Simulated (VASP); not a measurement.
MgCd2Te3: relaxation of cell and atoms with PBE

The system is MgCd2Te3.

```
Mg Cd Te
1.0
     6.00639    0.00000    0.00000
    -3.00320    5.20169    0.00000
     0.00000    0.00000    6.58768
Mg Cd Te
1 2 3
Direct
  0.00000 0.00000 0.00000
  0.33333 0.66667 0.50000
  0.66667 0.33333 0.50000
  0.33333 0.66667 0.00000
  0.66667 0.33333 0.00000
  0.00000 0.00000 0.50000
```

The cell was built by a generator and needn't be a form met in nature.

```yaml
Program: VASP 6.6.1
Task: relaxation of cell and atoms
Functional: PBE
Potentials_or_basis: VASP PAW PBE potentials, release 64 (Mg, Cd, Te)
Cutoff: 520 eV
k_mesh: 3 × 3 × 2
Occupations: gaussian, width 0.15 eV
Spin: no spin polarisation
Further_INCAR_settings: PREC = Normal; ALGO = Fast; EDIFF = 0.0001; IBRION = 2; EDIFFG = -0.08; NSW = 24; ISIF = 3
```

The relaxed volume is 27.99 Å³/atom and the relaxed cell is a = 5.781 Å, b = 5.781 Å, c = 5.802 Å, α = 90.00°, β = 90.00°, γ = 120.00°. The space group after relaxing (to 0.05 Å) is P6/mmm (No. 191) and the energy gained by relaxing is 166.6 meV/atom. The ionic steps are 6. The pressure after relaxing is 0.0 GPa. The band gap on the k mesh is none (metal or under the smearing width).

Step by step:
| step | energy change (eV) | largest force (eV/Å) | pressure (GPa) | volume (Å³) |
| --- | --- | --- | --- | --- |
| 1 | 0.0000 | 0.0000 | -5.25 | 205.82 |
| 2 | -0.8525 | 0.0000 | -1.83 | 174.04 |
| 3 | -0.9331 | 0.0000 | 0.41 | 164.14 |
| 4 | -0.9892 | 0.0000 | 0.84 | 163.86 |
| 5 | -0.9896 | 0.0000 | 0.93 | 163.81 |
| 6 | -0.9997 | 0.0000 | 0.01 | 167.93 |

Final structure:
```cif
data_structure
_symmetry_space_group_name_H-M 'P 1'
_symmetry_Int_Tables_number 1
_cell_length_a 5.7811
_cell_length_b 5.7811
_cell_length_c 5.8019
_cell_angle_alpha 90.000
_cell_angle_beta 90.000
_cell_angle_gamma 120.000
_cell_volume 167.93
loop_
_atom_site_label
_atom_site_type_symbol
_atom_site_fract_x
_atom_site_fract_y
_atom_site_fract_z
_atom_site_occupancy
Mg1 Mg 0.00000 0.00000 0.00000 1
Cd1 Cd 0.33333 0.66667 0.50000 1
Cd2 Cd 0.66667 0.33333 0.50000 1
Te1 Te 0.33333 0.66667 0.00000 1
Te2 Te 0.66667 0.33333 0.00000 1
Te3 Te 0.00000 0.00000 0.50000 1
```

Levels at points of the mesh, in eV from the Fermi level:
| k point | band 18 | band 19 | band 20 | band 21 | band 22 | band 23 | band 24 | band 25 | band 26 |
| --- | --- | --- | --- | --- | --- | --- | --- | --- | --- |
| (0.00, 0.00, 0.00) | -2.96 | -2.96 | -2.10 | -2.03 | -0.54 | -0.54 | 0.27 | 0.58 | 1.55 |
| (0.00, 0.00, 0.50) | -2.73 | -2.51 | -2.51 | -1.42 | -1.42 | 0.42 | 0.42 | 0.95 | 1.99 |

Wall time 70 s on 1 thread of Intel(R) Xeon(R) Platinum 8488C (Sapphire Rapids), on a shared host, peak memory 0.24 GiB.

Caveat: the k mesh is coarse (spacing up to 0.48 Å⁻¹), so the values aren't converged; the volume moved by over 15 % at a fixed basis, so the end points are rough; the relaxation stopped at a loose force limit of 0.08 eV/Å, so its end isn't a converged minimum. Spin-orbit coupling is left out, which matters for the levels of Te.
